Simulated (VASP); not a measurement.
The system is Cs2InAgCl6.

```
Cs In Ag Cl
1.0
     0.00000    5.23450    5.23450
     5.23450    0.00000    5.23450
     5.23450    5.23450    0.00000
Cs In Ag Cl
2 1 1 6
Direct
  0.75000 0.75000 0.75000
  0.25000 0.25000 0.25000
  0.00000 0.00000 0.00000
  0.50000 0.50000 0.50000
  0.76021 0.76021 0.23979
  0.23979 0.23979 0.76021
  0.76021 0.23979 0.76021
  0.23979 0.76021 0.76021
  0.23979 0.76021 0.23979
  0.76021 0.23979 0.23979
```

```yaml
Program: VASP 6.6.1
Task: relaxation of cell and atoms
Functional: PBEsol
Dispersion: rVV10
Potentials_or_basis: VASP PAW PBE potentials, release 64 (Cs_sv, In_d, Ag, Cl)
Cutoff: 600 eV
k_mesh: 4 × 4 × 4
Occupations: fermi-dirac, width 0.05 eV
Spin: no spin polarisation
```

At the start: pressure -0.7 GPa; volume 28.69 Å³/atom.

Task: How do energy, volume and symmetry change on relaxing?

Result: Over 5 steps the energy falls by 7.2 meV/atom and the volume is 27.70 Å³/atom (-3.4 %); space group Fm-3m (No. 225, to 0.05 Å).

Step by step:
```tsv
step	energy change (eV)	largest force (eV/Å)	pressure (GPa)	volume (Å³)
1	0.0000	0.3352	-0.66	286.85
2	-0.0430	0.2479	-0.32	281.99
3	-0.0671	0.0671	0.45	273.57
4	-0.0681	0.1000	0.32	274.95
5	-0.0718	0.0199	-0.07	276.98
```

Final structure:
```cif
data_structure
_symmetry_space_group_name_H-M 'P 1'
_symmetry_Int_Tables_number 1
_cell_length_a 7.3168
_cell_length_b 7.3168
_cell_length_c 7.3168
_cell_angle_alpha 60.000
_cell_angle_beta 60.000
_cell_angle_gamma 60.000
_cell_volume 276.98
loop_
_atom_site_label
_atom_site_type_symbol
_atom_site_fract_x
_atom_site_fract_y
_atom_site_fract_z
_atom_site_occupancy
Cs1 Cs 0.75000 0.75000 0.75000 1
Cs2 Cs 0.25000 0.25000 0.25000 1
In1 In 0.00000 0.00000 0.00000 1
Ag1 Ag 0.50000 0.50000 0.50000 1
Cl1 Cl 0.75552 0.75552 0.24448 1
Cl2 Cl 0.24448 0.24448 0.75552 1
Cl3 Cl 0.75552 0.24448 0.75552 1
Cl4 Cl 0.24448 0.75552 0.75552 1
Cl5 Cl 0.24448 0.75552 0.24448 1
Cl6 Cl 0.75552 0.24448 0.24448 1
```

Caveat: the PAW data sets were made with another functional, which shifts forces and pressure a little.
